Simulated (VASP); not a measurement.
```
CELL_PARAMETERS angstrom
      0.00000     2.24887     2.24887
      2.24887     0.00000     2.24887
      9.00710     9.00710    -0.01162
ATOMIC_POSITIONS crystal
  Zr 0.00000 0.00000 0.00000
  C  0.48861 0.48861 0.13354
  C  0.49671 0.49671 0.37747
  C  0.50329 0.50329 0.62253
  C  0.51139 0.51139 0.86646
  Nb 0.99262 0.99262 0.25553
  Nb 0.00000 0.00000 0.50000
  Nb 0.00738 0.00738 0.74447
```

Computed with PBEsol GGA, VASP's PBE PAW potentials (set 64) (plane waves; VASP 6.6.1). Numerical set-up: 520 eV cut-off, Gaussian smearing of 0.050 eV, potentials Zr_sv C Nb_sv.

Task: Give the energies of bands 26 to 39 at the high-symmetry points, in eV from the Fermi level.

Result: 
| band | Γ | T | H2 | L | S0 | F |
|---|---|---|---|---|---|---|
| 26 | -3.74 | -4.15 | -4.17 | -4.25 | -4.17 | -4.23 |
| 27 | -3.74 | -2.42 | -4.13 | -4.15 | -4.12 | -4.18 |
| 28 | -3.04 | -2.14 | -3.91 | -4.12 | -3.91 | -3.57 |
| 29 | -3.04 | -2.08 | -3.73 | -3.54 | -3.77 | -3.53 |
| 30 | -1.03 | -2.08 | -3.73 | -3.54 | -3.71 | -3.31 |
| 31 | -1.03 | -1.57 | -3.48 | -1.97 | -3.47 | -3.09 |
| 32 | -0.87 | -1.57 | -3.42 | -1.89 | -3.43 | -1.01 |
| 33 | 0.00 | -0.74 | 0.88 | -0.93 | 0.84 | -1.01 |
| 34 | 0.01 | -0.74 | 0.91 | -0.84 | 1.06 | -0.04 |
| 35 | 0.01 | -0.05 | 1.23 | 1.45 | 1.12 | 0.18 |
| 36 | 0.34 | -0.05 | 1.73 | 1.89 | 1.73 | 2.18 |
| 37 | 0.34 | 0.66 | 1.75 | 2.19 | 1.74 | 2.44 |
| 38 | 0.78 | 0.75 | 2.04 | 2.58 | 2.08 | 2.54 |
| 39 | 0.78 | 1.62 | 2.32 | 2.86 | 2.31 | 2.62 |

It has no gap at this level: it comes out as a metal or semimetal.

The structure was generated: Nb3ZrC4 was put into an ordered model structure (R-3m), which need not be its known phase. It was relaxed first. The electron count is odd and the run is not spin-polarised, which forces a metal.
